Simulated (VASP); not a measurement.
The system is GaN.

```xyz
4
Lattice="3.1800 0.0000 0.0000 -1.5900 2.7540 0.0000 0.0000 0.0000 5.1660" Properties=species:S:1:pos:R:3 pbc="T T T"
Ga    0.0000    1.8360    0.0000
Ga    1.5900    0.9180    2.5830
N     0.0000    1.8360    1.9373
N     1.5900    0.9180    4.5203
```

* Program: VASP 6.6.1
* Task: relaxation of cell and atoms
* Functional: PBE
* Potentials or basis: VASP PAW PBE potentials, release 64 (Ga, N)
* Cutoff: 520 eV
* k mesh: 12 × 12 × 6
* Occupations: gaussian, width 0.02 eV
* Spin: no spin polarisation

At the start: pressure 13.6 GPa; volume 11.31 Å³/atom.

Problem. Where does the relaxation end?

Solution. Over 10 steps the energy falls by 30.3 meV/atom and the volume is 12.05 Å³/atom (+6.6 %); space group P6_3mc (No. 186, to 0.05 Å).

Step by step:
| step | energy change (eV) | largest force (eV/Å) | pressure (GPa) | volume (Å³) |
| --- | --- | --- | --- | --- |
| 1 | 0.0000 | 0.1719 | 13.62 | 45.24 |
| 2 | 0.0171 | 0.0825 | -11.32 | 51.83 |
| 3 | -0.1211 | 0.0091 | -0.16 | 48.26 |
| 4 | -0.1211 | 0.0114 | 0.10 | 48.20 |
| 5 | -0.1212 | 0.0164 | 0.07 | 48.20 |
| 6 | -0.1212 | 0.0178 | 0.06 | 48.21 |
| 7 | -0.1212 | 0.0039 | -0.06 | 48.24 |
| 8 | -0.1212 | 0.0020 | -0.03 | 48.23 |
| 9 | -0.1212 | 0.0016 | -0.03 | 48.23 |
| 10 | -0.1212 | 0.0008 | 0.01 | 48.22 |

Final structure:
```
Ga N
1.0
     3.24697    0.00000    0.00000
    -1.62349    2.81196    0.00000
     0.00000    0.00000    5.28106
Ga N
2 2
Direct
  0.33333 0.66667 0.99896
  0.66667 0.33333 0.49896
  0.33333 0.66667 0.37604
  0.66667 0.33333 0.87604
```
